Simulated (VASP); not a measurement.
The input files of a VASP run:

File KPOINTS:
```
Automatic mesh
0
Gamma
8 8 5
0 0 0
```

**INCAR**
```
! general
SYSTEM  = ZnO
PREC    = Accurate
ENCUT   = 520
LREAL   = F
LASPH   = T

! electronic loop
EDIFF   = 1E-6
NELM    = 100
ALGO    = Normal
LMAXMIX = 4

! smearing
ISMEAR  = 0
SIGMA   = 0.05

! ions
IBRION  = 2
NSW     = 60
ISIF    = 3
EDIFFG  = -0.01

! output
LWAVE   = F
LCHARG  = F
```

File POSCAR:
```
ZnO
1.0
  1.6250000000  -2.8145830000   0.0000000000
  1.6250000000   2.8145830000   0.0000000000
  0.0000000000   0.0000000000   5.2100000000
Zn O
2 2
Cart
  1.6250000000  -0.9381962097   2.6050000000
  1.6250000000   0.9381962097   0.0000000000
  1.6250000000  -0.9381962097   4.5952200000
  1.6250000000   0.9381962097   1.9902200000
```

POTCAR, in this order: Zn O (LDA.64 set). Program: vasp_std.

Task: Write an equivalent input for Quantum ESPRESSO's pw.x.

Result: One equivalent input (not run):
```
&CONTROL
  calculation = 'vc-relax'
  pseudo_dir = './pseudo'
  outdir = './out'
  tprnfor = .true.
  tstress = .true.
  nstep = 60
  forc_conv_thr = 0.00039
/
&SYSTEM
  ibrav = 0
  nat = 4
  ntyp = 2
  ecutwfc = 84
  occupations = 'smearing'
  smearing = 'gaussian'
  degauss = 0.003675
  input_dft = 'pz'
/
&ELECTRONS
  conv_thr = 7.3e-08
  electron_maxstep = 100
/
&IONS
/
&CELL
/
ATOMIC_SPECIES
  Zn 65.380 Zn.upf
  O 15.999 O.upf
CELL_PARAMETERS angstrom
     1.6250000   -2.8145830    0.0000000
     1.6250000    2.8145830    0.0000000
     0.0000000    0.0000000    5.2100000
ATOMIC_POSITIONS crystal
  Zn   0.6666670  0.3333330  0.5000000
  Zn   0.3333330  0.6666670  0.0000000
  O    0.6666670  0.3333330  0.8820000
  O    0.3333330  0.6666670  0.3820000
K_POINTS automatic
  8 8 5 0 0 0
```
The two are equivalent in intent, not identical: the potentials are each code's own (VASP's PAW set, PseudoDojo norm-conserving files in pw.x), so ENCUT and ecutwfc are chosen apart and not converted; conv_thr bounds pw.x's estimated SCF error, while EDIFF bounds the energy change between steps; forc_conv_thr acts on force components and is met together with etot_conv_thr.

The compound is ZnO in the wurtzite structure. This run relaxes it. Symmetry was kept, so distortions that lower it aren't found.
